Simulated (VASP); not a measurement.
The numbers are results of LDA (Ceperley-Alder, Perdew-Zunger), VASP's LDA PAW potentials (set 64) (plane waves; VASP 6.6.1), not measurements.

VASP input:

**KPOINTS**
```
Automatic mesh
0
Gamma
11 11 11
0 0 0
```

File POSCAR:
```
Pb
1.0
  0.0000000000   2.4750000000   2.4750000000
  2.4750000000   0.0000000000   2.4750000000
  2.4750000000   2.4750000000   0.0000000000
Pb
1
Cart
  0.0000000000   0.0000000000   0.0000000000
```

**INCAR**
```
# general
SYSTEM =Pb
PREC   =Accurate
ENCUT  =400
LREAL  =.False.
LASPH  =.True.

# electronic loop
EDIFF  =1E-6
NELM   =100
ALGO   =Normal
LMAXMIX=4

# smearing
ISMEAR =1
SIGMA  =0.1

# ions
IBRION =2
NSW    =60
ISIF   =3
EDIFFG =-0.01

# output
LWAVE  =.False.
LCHARG =.False.
```

POTCAR, in this order: Pb_d (LDA.64 set). Program: vasp_std.

**Question.** What will the output report for the number of irreducible k-points (NKPTS), number of bands (NBANDS), largest plane-wave count, number of space-group operations, FFT grid (NGX, NGY, NGZ)?

**Answer.** 
```json
{
 "number of irreducible k-points (NKPTS)": "56",
 "number of bands (NBANDS)": "11",
 "largest_plane_wave_count": "560",
 "number_of_space_group_operations": "48",
 "FFT grid (NGX, NGY, NGZ)": "24 × 24 × 24"
}
```

The compound is Pb in the fcc structure. This run relaxes it. Symmetry was kept, so distortions that lower it aren't found.
